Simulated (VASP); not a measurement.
Given:

```yaml
crystal:
  lattice:
    - [0.00000, 2.52450, 2.52450]
    - [2.52450, 0.00000, 2.52450]
    - [2.52450, 2.52450, 0.00000]
  atoms:
    - { symbol: Pb, position: [0.00000, 0.00000, 0.00000] }
```

All values below come from PBE GGA, VASP's PBE PAW potentials (set 64) (plane waves; VASP). Numerical set-up: 400 eV cut-off, 11×11×11 Γ-centred mesh, first-order Methfessel-Paxton smearing of 0.10 eV, potentials Pb_d.

Unless said otherwise, spin-orbit coupling is left out, though it shifts the bands of the heavy elements here.

### Question
Predict the energy per atom (σ→0), band gap (on the k-mesh) with the smallest direct gap where there is one.

### Answer

```yaml
band gap (on the k-mesh): none (metal, semimetal or under 0.01 eV)
energy per atom (σ→0): -3.566 eV/atom
```

The compound is Pb in the fcc structure. The cell was not relaxed at this level.
